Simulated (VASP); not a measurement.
Write the native input for VASP 6.6.1 that does the following.

- Task: relaxation of cell and atoms
- Functional: PBE
- Potentials or basis: VASP PAW PBE potentials, release 64 (Na_pv, Y_sv)
- Cutoff: 600 eV
- k mesh: 7 × 7 × 7
- Occupations: fermi-dirac, width 0.05 eV
- Spin: no spin polarisation
- Target pressure: 2 GPa
- Further INCAR settings: ALGO = Normal; EDIFF = 1e-06; IBRION = 2; EDIFFG = -0.005; NSW = 40; ISIF = 3
- Target pressure: 2 GPa

The structure of NaY lies in POSCAR:

```
NaY
1.0
    4.0118800000      0.0000000000      0.0000000000
    0.0000000000      4.0118800000      0.0000000000
    0.0000000000      0.0000000000      4.0118800000
Na Y
1 1
Direct
    0.0000000000      0.0000000000      0.0000000000
    0.5000000000      0.5000000000      0.5000000000
```

The cell was built by a generator and needn't be a form met in nature.

The input as run:

INCAR

```
SYSTEM = NaY
  PREC = Accurate
  ENCUT = 600
  EDIFF = 1E-6
  ISMEAR = -1
  SIGMA = 0.05
  LREAL = .False.
  LASPH = .True.
  NELM = 60
  ALGO = Normal
  ISIF = 3
  LWAVE = .False.
  LCHARG = .False.
  GGA = PE
  IBRION = 2
  NSW = 40
  EDIFFG = -0.005
  PSTRESS = 20
```

KPOINTS

```
regular mesh
0
Gamma
  7 7 7
  0 0 0
```

Potentials or basis: VASP PAW PBE potentials, release 64 (Na_pv, Y_sv).

Launch:

```console
$ cat potpaw_PBE.64/Na_pv/POTCAR potpaw_PBE.64/Y_sv/POTCAR > POTCAR
$ mpirun -np 1 vasp_std > vasp.out
```

It gave:

| Property | Result |
| --- | --- |
| Relaxed volume | 30.06 Å³/atom |
| Relaxed cell | a = 3.917 Å, b = 3.917 Å, c = 3.917 Å, α = 90.00°, β = 90.00°, γ = 90.00° |
| Space group after relaxing (to 0.05 Å) | Pm-3m (No. 221) |
| Energy change on relaxing (the enthalpy is what falls) | +13.0 meV/atom |
| Ionic steps | 12 |
| Pressure after relaxing | 2.0 GPa |
| Band gap on the k mesh | none (metal or under the smearing width) |

Caveat: the cell is relaxed towards a set pressure, so the enthalpy falls and the energy may rise.

Wall time 50 s on 1 thread of Intel(R) Xeon(R) 6975P-C (Granite Rapids) (shared host), peak memory 0.2 GiB.
